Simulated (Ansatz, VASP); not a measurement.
# Cross-check of Ge10HBr (Br-terminated Ge(111)) between VASP and Ansatz, part 2 of 2

Wanted: the spread between two codes on one cell, functional and k mesh. The structure shown is the end of the VASP relaxation below.

VASP 6.6.1 and Ansatz 0.2.0.

So far: The structure; VASP: relaxation, PBE.

## Step 3: Ansatz: single point, PBE

Level of this step: Ansatz beside VASP: Kohn-Sham DFT, plane waves, PBE (Ansatz).

Ansatz runs on its default PAW (the set named soft_2) files.

The same cell, functional, mesh and smearing now go to Ansatz, which takes its cutoff from its data sets.

The input, input.yaml:

```yaml
crystal:
  lattice:
    - [4.09342654, 0.0, 0.0]
    - [2.04671327, 3.54501137, 0.0]
    - [0.0, 0.0, 34.08464228]
  atoms:
    - { symbol: Ge, position: [0.33333333, 0.33333333, 0.28165025] }
    - { symbol: Ge, position: [0.66666667, 0.66666667, 0.30480045] }
    - { symbol: Ge, position: [0.66666667, 0.66666667, 0.37803461] }
    - { symbol: Ge, position: [0.0, 0.0, 0.40266109] }
    - { symbol: Ge, position: [0.0, 0.0, 0.47628758] }
    - { symbol: Ge, position: [0.33333333, 0.33333333, 0.50101009] }
    - { symbol: Ge, position: [0.33333333, 0.33333333, 0.574624] }
    - { symbol: Ge, position: [0.66666667, 0.66666667, 0.59940267] }
    - { symbol: Ge, position: [0.66666667, 0.66666667, 0.6729608] }
    - { symbol: Ge, position: [0.0, 0.0, 0.69643561] }
    - { symbol: H, position: [0.33333333, 0.33333333, 0.23545633] }
    - { symbol: Br, position: [0.0, 0.0, 0.76518935] }
hamiltonian:
  xc: pbe
  pseudopotentials: { kind: paw }
kpoints:
  mp_grid: { grid: [9, 9, 1] }
scf:
  occupations: { method: gaussian, width: 0.03 }
  n_extra_bands: 7
efield:
  axis: 3
  dipole_correction: true
  ramp_width: 0.04
output:
  forces: true
  eigenvalues: true
```

The run is started by

```sh
$ ansatz run input.yaml --threads 4 --pin off --max-ram 9216MiB --backend cpu --events-out ev --progress --plain --runs-dir out
```

Numbers of over 12 decimals in the logs are rounded to 6 here.

Log:

```text
scf.n_extra_bands = 7 over 74 filled bands (N_el = 148.0): the run solves 81 bands
Engine: ansatz 0.2.0, aarch64-unknown-linux-gnu
Pseudopotentials: kind: paw
Pseudopotential: Ge, paw, valence charge 14, recommended cutoff 420 eV (normal), Ge.paw.azcp
Pseudopotential: H, paw, valence charge 1, recommended cutoff 420 eV (normal), H.paw.azcp
Pseudopotential: Br, paw, valence charge 7, recommended cutoff 420 eV (normal), Br.paw.azcp
Functional definition: PBE
  parameter kappa = 0.804
  parameter beta = 0.066725
  exchange = pbe_x(kappa = kappa, mu = beta*pi^2/3)
  correlation = pbe_c(beta = beta)
Crystal: 12 atoms, lattice volume = 494.611 Å³
Basis set: ecut = 420 eV, 9629 PW (Γ), exchange–correlation on 60×60×480 points (8 copies of the dense FFT grid, shifted against one another)
Bands: 81, of which v1, the nominal top of the filled ones, is band 74 counted from 1 (73 counted from 0)
Symmetry: 6 space group operations
Space group: P3m1 (ITA 156), of the structure as read, at distance tolerance 7.9e-5 Å
k-points: 12 of 81 (time reversal used)
Non-local potential: Ge, projectors of the file, l = 0: 2, l = 1: 2, l = 2: 3, l = 3: 1
Non-local potential: H, projectors of the file, l = 0: 2, l = 1: 1
Non-local potential: Br, projectors of the file, l = 0: 2, l = 1: 2, l = 2: 2
PAW form: soft (Blöchl's): semilocal exchange-correlation on the pseudo side does not see the compensation charge
PAW one-centre angular grid: Ge, 590 points (default); XC on 64 Gauss nodes
PAW one-centre angular grid: H, 110 points (default); XC on 64 Gauss nodes
PAW one-centre angular grid: Br, 110 points (default); XC on 64 Gauss nodes
Initial density: superposition of atomic densities (neutral atoms: chi_scale 0, normalization atom), corrected by the library's trained network
Initial wavefunctions: pseudopotential atomic-orbital guess
Functional: x = pbe(κ = 0.804, μ = 0.219515), c = pbe(β = 0.066725)
SCF iter   1: F=—  HF=-45749.354904 eV  |F-HF|=—  |Δ(HF+E_count)|=         —  Δρ=1.31e-3  dr2=3.56e-2  ethr=1.77e-3  p=-0.109 e·Å  D=-3.98e-2 V/Å  ΔV_dip=1.36 eV  dr2_dipole=2.13e-2  V_vac-E_F(+/−)=5.76/4.40 eV  ⟨swp⟩=6.6  Hψ=3721  notcnv=0
efield: sawtooth ramp at fractional position 0.9803 (placed from the atoms, in the widest stretch of the axis that holds none; the zero of the levels goes with the place), width 0.0400; the density the first Hamiltonian is built on has a dipole p = -0.109 e·Å; the dipole correction subtracts the counter field D = -3.98e-2 V/Å, which shifts the + side's vacuum level by +1.36 eV against the − side's; the planar-averaged density in the ramp window peaks in size at 2.4e-5 e/Å³
preconditioner: auto → LDOS  [insulator: Δε(μ)=0.123 eV  Ē_g=20.379 eV  σ=0.030 eV  W_gap=0.50  n_scr=114 (ndim 8)  ℏωp=20.3 eV  f_vac=0.435  D(μ)=0.93/eV (n_scr^D=6)  ε∞_Penn≈2.0  β→1.0]
SCF iter   2: F=—  HF=-45749.359856 eV  |F-HF|=—  |Δ(HF+E_count)|=   4.95e-3  Δρ=1.22e-3  dr2=7.51e-2  ethr=2.40e-5  p=-0.060 e·Å  D=-2.20e-2 V/Å  ΔV_dip=0.75 eV  dr2_dipole=3.02e-2  V_vac-E_F(+/−)=5.42/4.67 eV  ⟨swp⟩=3.6  Hψ=2235  notcnv=0  defer=20
SCF iter   3: F=—  HF=-45749.350751 eV  |F-HF|=—  |Δ(HF+E_count)|=   9.11e-3  Δρ=5.70e-4  dr2=1.64e-2  ethr=2.40e-5  p=-0.104 e·Å  D=-3.79e-2 V/Å  ΔV_dip=1.29 eV  dr2_dipole=1.33e-3  V_vac-E_F(+/−)=5.54/4.25 eV  ⟨swp⟩=3.1  Hψ=1501  notcnv=0  defer=20
SCF iter   4: F=—  HF=-45749.348332 eV  |F-HF|=—  |Δ(HF+E_count)|=   2.42e-3  Δρ=1.24e-4  dr2=4.74e-4  ethr=1.11e-5  p=-0.094 e·Å  D=-3.43e-2 V/Å  ΔV_dip=1.17 eV  dr2_dipole=8.17e-5  V_vac-E_F(+/−)=5.55/4.39 eV  ⟨swp⟩=2.1  Hψ=1227  notcnv=0  defer=20
SCF iter   5: F=—  HF=-45749.348267 eV  |F-HF|=—  |Δ(HF+E_count)|=   6.49e-5  Δρ=6.01e-5  dr2=1.01e-4  ethr=3.20e-7  p=-0.094 e·Å  D=-3.42e-2 V/Å  ΔV_dip=1.17 eV  dr2_dipole=6.99e-6  V_vac-E_F(+/−)=5.54/4.38 eV  ⟨swp⟩=2.6  Hψ=1348  notcnv=0  defer=20
SCF iter   6: F=—  HF=-45749.348251 eV  |F-HF|=—  |Δ(HF+E_count)|=   1.58e-5  Δρ=1.91e-5  dr2=2.14e-6  ethr=6.81e-8  p=-0.093 e·Å  D=-3.41e-2 V/Å  ΔV_dip=1.16 eV  dr2_dipole=1.40e-7  V_vac-E_F(+/−)=5.54/4.38 eV  ⟨swp⟩=2.2  Hψ=1198  notcnv=0  defer=20
SCF iter   7: F=—  HF=-45749.348365 eV  |F-HF|=—  |Δ(HF+E_count)|=   1.13e-4  Δρ=7.69e-6  dr2=1.01e-6  ethr=1.45e-9  p=-0.093 e·Å  D=-3.41e-2 V/Å  ΔV_dip=1.16 eV  dr2_dipole=6.29e-8  V_vac-E_F(+/−)=5.54/4.38 eV  ⟨swp⟩=3.1  Hψ=1891  notcnv=0  defer=20
SCF iter   8: F=-45749.348365 eV  HF=-45749.348364 eV  |F-HF|=1.56e-8  |Δ(HF+E_count)|=   3.29e-8  Δρ=1.98e-6  dr2=3.26e-8  ethr=6.76e-11  p=-0.093 e·Å  D=-3.41e-2 V/Å  ΔV_dip=1.16 eV  dr2_dipole=2.11e-12  V_vac-E_F(+/−)=5.54/4.38 eV  ⟨swp⟩=9.2  Hψ=4154  notcnv=0
SCF 1 converged in 8 iterations: F = -45749.348365 eV  dr2 = 3.26e-8
  greatest PAW one-centre occupation: 0.998 electrons in one spin orbital (limit 2), on the Ge atom at site 9 (counted from 0), in its partial waves of l = 2
SCF converged after 8 iterations
Free energy (F): -45749.348365 eV
Harris-Foulkes:  -45749.348364 eV  (|F-HF|=1.56e-8)
Internal energy: -45749.347945 eV  (E = F + TS)
E sigma→0 (E₀):  -45749.348155 eV
Entropy (-TS):   -0.000419 eV (-0.035 meV/atom)
Fermi energy:    1.762231 eV
Dipole field:    D = -0.034054 V/Å  (p = -0.093084 e·Å, saw-weighted, corrected)
Work function:   Φ+ = 5.5415 eV   Φ− = 4.3808 eV
Levels:          The Fermi level and band energies are counted from a zero that moves with the ramp; work functions are not
--- Per-component energies (eV) ---
  E_band       = -2458.033087
  E_kinetic    = 1252.112936
  E_local      = -206402.606967  (includes V_loc(G=0)·N_el)
  E_nonlocal   = 4254.101886
  E_hartree    = 101165.552744
  E_xc         = -1024.005802
  E_vxc        = -754.216736  (∫ρ·V_xc dr)
  E_paw        = -22444.326982  (= ΣΔE_a)
  E_vpaw       = -3138.530500  (= ΣTr[D̂ρ^β])
  E_aug_tail   = 0.002061  (compensation charges beyond the density's cutoff)
  E_efield     = 0.001585  (sawtooth field / dipole correction)
  E_vefield    = -0.026845  (∫n·V_field dr)
  E_ewald      = 77449.820595
  E_smearing   = -0.000419  (= −TS)
  E_closure    = 0.000000  (closes the sum)
  Σ components = -45749.348365   (vs F -45749.348365, Δ=0.00e0)
--- Forces (eV/Å), atoms counted from 1 ---
  atom   1  Ge     0.00000000     0.00000000    -0.12055570
  atom   2  Ge    -0.00000000    -0.00000000     0.01827806
  atom   3  Ge     0.00000000     0.00000000     0.01163018
  atom   4  Ge    -0.00000000    -0.00000000     0.01367169
  atom   5  Ge     0.00000000     0.00000000     0.00472615
  atom   6  Ge    -0.00000000    -0.00000000    -0.01380507
  atom   7  Ge     0.00000000     0.00000000    -0.02067721
  atom   8  Ge    -0.00000000    -0.00000000    -0.01380120
  atom   9  Ge     0.00000000     0.00000000    -0.01079904
  atom  10  Ge    -0.00000000    -0.00000000     0.02510467
  atom  11  H     -0.00000000    -0.00000000     0.19876131
  atom  12  Br     0.00000000     0.00000000    -0.09250607
  max |Σ_I F_I| component: 2.78e-5 eV/Å
--- Band table (eV; the first three rows and the last of 12) ---
  k-point 0: bands = [... 70 lower, 1.5009, 1.5009, 1.6948, 1.7622, 1.7622, 1.8636, 1.9991, 2.2641, ... 3 higher]
  k-point 1: bands = [... 70 lower, 0.9226, 1.0986, 1.3081, 1.5747, 2.7756, 2.9161, 3.0464, 3.2026, ... 3 higher]
  k-point 2: bands = [... 70 lower, 0.4898, 0.7387, 0.8985, 1.1764, 2.6879, 3.1946, 3.3359, 3.4188, ... 3 higher]
  k-point 11: bands = [... 70 lower, -0.5944, -0.5480, -0.2458, -0.0322, 3.4562, 3.6838, 3.7612, 4.2427, ... 3 higher]
```

It took 13 s on 4 threads of Arm Neoverse V2, shared host; peak memory 1.2 GiB; 49 s of CPU time.

Reading the cycles: dr2 is the Hartree energy of the density residual (eV), the measure of convergence; HF is the Harris–Foulkes estimate of the energy, which meets the free energy F at convergence.

## Step 4: Differences

Known differences besides the potentials themselves: the data sets hold 148 valence electrons in Ansatz (default PAW (the set named soft_2) files) and 48 in VASP; the cutoff is 420 eV in Ansatz and 320 eV in VASP (PREC = Normal); VASP leaves aspherical gradient terms in its spheres out (LASPH is not set), Ansatz keeps them. Total energies have different zeros and are not compared.

At this near-relaxed geometry the largest component of a force difference is 181 meV/Å.

## Step 5: Further runs

Further runs change the set-up of one program: Ansatz's method, potentials or start, or VASP's data sets, cutoff or form of LDA. The table gives Ansatz less VASP for each quantity, since a change that brings one quantity closer may part another.

| run | r.m.s. force difference (meV/Å) |
| --- | --- |
| as above | 39 |
| Ansatz's larger PAW set (cutoff 1000 eV) | 41 |
| norm-conserving potentials (cutoff 1061 eV) | 39 |

## Step 6: Summary of results

| Item | Value |
| --- | --- |
| r.m.s. force difference (single point, PBE) | 39 meV/Å |

What this shows: The r.m.s. force difference is 39 meV/Å (single point, PBE), beyond the 12 meV/Å picked in this series as the mark of a large difference. For single point, PBE, no further run moves any of the tabulated differences by more than a quarter of its size. Such differences can come from data sets, numerical settings and the points named under the comparisons, not from the functional's error against experiment.

[Lines on the potential files, build, host, timing and source positions are cut from VASP's logs without a mark.]

[Logs are printed without paths, hosts, clocks, repeated set-up lines and the standing remarks that a program may print on its own settings, such as how far it seeks lower states.]

[Hosts, paths, dates, database ids (printed as entryN), source tags and the programs' standing remarks are cut or masked in the printed files.]
